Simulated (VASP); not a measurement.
A VASP calculation is set up with these files.

### INCAR
```
! general
SYSTEM=LiCl
PREC  =Accurate
ENCUT =520
LREAL =.False.
LASPH =.True.

! electronic loop
EDIFF =1E-7
NELM  =100
ALGO  =Normal

! smearing
ISMEAR=0
SIGMA =0.05

! ions
ISIF  =2

! output
LWAVE =.False.
LCHARG=.False.
```

**POSCAR**
```
LiCl
1
    0.0000000000     2.4556758932     2.4556758932
    2.4556758932     0.0000000000     2.4556758932
    2.4556758932     2.4556758932     0.0000000000
Li Cl
1 1
Direct
  0.0000000000   0.0000000000   0.0000000000
  0.5000000000   0.5000000000   0.5000000000
```

**KPOINTS**
```
Automatic mesh
0
Gamma
9 9 9
0 0 0
```

POTCAR, in this order: Li_sv Cl (LDA.64 set). Program: vasp_std.

Problem. Write an equivalent input for Quantum ESPRESSO's pw.x.

Solution. One equivalent input (not run):
```
&CONTROL
  calculation = 'scf'
  pseudo_dir = './pseudo'
  outdir = './out'
  tprnfor = .true.
  tstress = .true.
/
&SYSTEM
  ibrav = 0
  nat = 2
  ntyp = 2
  ecutwfc = 74
  occupations = 'smearing'
  smearing = 'gaussian'
  degauss = 0.003675
  input_dft = 'pz'
/
&ELECTRONS
  conv_thr = 7.3e-09
  electron_maxstep = 100
/
ATOMIC_SPECIES
  Li 6.940 Li.upf
  Cl 35.450 Cl.upf
CELL_PARAMETERS angstrom
     0.0000000    2.4556759    2.4556759
     2.4556759    0.0000000    2.4556759
     2.4556759    2.4556759    0.0000000
ATOMIC_POSITIONS crystal
  Li   0.0000000  0.0000000  0.0000000
  Cl   0.5000000  0.5000000  0.5000000
K_POINTS automatic
  9 9 9 0 0 0
```
What does not carry over: the potentials are each code's own (VASP's PAW set, PseudoDojo norm-conserving files in pw.x), so ENCUT and ecutwfc are chosen apart and not converted; conv_thr bounds pw.x's estimated SCF error, while EDIFF bounds the energy change between steps.

The compound is LiCl in the rock salt structure. This cell is one point of a volume scan, at 0.97 of the reference volume.
